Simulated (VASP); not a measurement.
Here is the system:

```
NiSi2
1.0
    0.00000     2.70500     2.70500
    2.70500     0.00000     2.70500
    2.70500     2.70500     0.00000
Si Ni
2 1
Direct
  0.25000   0.25000   0.25000
  0.75000   0.75000   0.75000
  0.00000   0.00000   0.00000
```

All values below come from PBE GGA + U (Dudarev), VASP's PBE PAW potentials (set 64) (plane waves; VASP). Run with 400 eV cut-off, 9×9×9 Γ-centred mesh, first-order Methfessel-Paxton smearing of 0.10 eV, potentials Si Ni, U − J: Ni 2.00 eV.

Q: Give the stress tensor in GPa (positive for a compressed cell).

A: 
```
1.51  0.00  0.00
0.00  1.51  0.00
0.00  0.00  1.51
```
The pressure is its mean diagonal, 1.51 GPa.

The compound is NiSi2 in the fluorite structure. The cell was not relaxed at this level. The run is one of a series of settings (LDAU = .TRUE., LDAUJ = 0 0, LDAUL = -1 2, LDAUTYPE = 2, LDAUU = 0 2.0 against the base run), some of them coarse on purpose. The run is not spin-polarised, so no magnetic state was tried.
